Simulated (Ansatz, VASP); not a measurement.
## Rb3Tl in VASP and in Ansatz

File INCAR:

```
SYSTEM = Rb3Tl
ALGO = Normal
EDIFF = 1E-7
ENCUT = 520
ISIF = 2
ISMEAR = -1
LASPH = .TRUE.
LCHARG = .FALSE.
LREAL = .FALSE.
LWAVE = .FALSE.
NBANDS = 28
NELM = 100
PREC = Accurate
SIGMA = 0.2
```

Contents of KPOINTS:

```
k-points
0
G
  4 4 4
  0 0 0
```

The input POSCAR:

```
Rb3Tl
1.0
    0.0000000000      4.9123180000      4.9123180000
    4.9123180000      0.0000000000      4.9123180000
    4.9123180000      4.9123180000      0.0000000000
Rb Tl
3 1
Direct
    0.2500000000      0.2500000000      0.2500000000
    0.7500000000      0.7500000000      0.7500000000
    0.5000000000      0.5000000000      0.5000000000
    0.0000000000      0.0000000000      0.0000000000
```

Input for Ansatz:

```yaml
crystal:
  lattice:
    - [0.0, 4.912318, 4.912318]
    - [4.912318, 0.0, 4.912318]
    - [4.912318, 4.912318, 0.0]
  atoms:
    - { symbol: Rb, position: [0.25, 0.25, 0.25] }
    - { symbol: Rb, position: [0.75, 0.75, 0.75] }
    - { symbol: Rb, position: [0.5, 0.5, 0.5] }
    - { symbol: Tl, position: [0.0, 0.0, 0.0] }
basis:
  ecutwfc: 653.073269903712
kpoints:
  mp_grid:
    grid: [4, 4, 4]
hamiltonian:
  xc: lda
scf:
  mixing:
    algorithm: anderson
  occupations:
    method: fermi_dirac
    width: 0.2
output:
  forces: true
  stress: true
```

The cell comes from a database or a generator and needn't be the stable form of this composition.

Alike in both runs: task single point; functional LDA; k mesh 4 × 4 × 4; occupations fermi-dirac, width 0.2 eV; no spin polarisation.

|  | VASP | Ansatz |
| --- | --- | --- |
| version | VASP 6.6.1 | Ansatz 0.2.0 |
| potentials or method | VASP PAW LDA potentials, release 64 (Rb_sv, Tl_d) | plane waves, PAW |
| plane-wave cutoff (eV) | 520 | 653 |
| valence electrons in the cell | 40 | 40 |

```csv
,VASP,Ansatz,Ansatz less VASP
pressure (GPa),-0.9,-0.9,+0.01
```

The runs have no spin-orbit coupling, so splittings on Tl are missing.
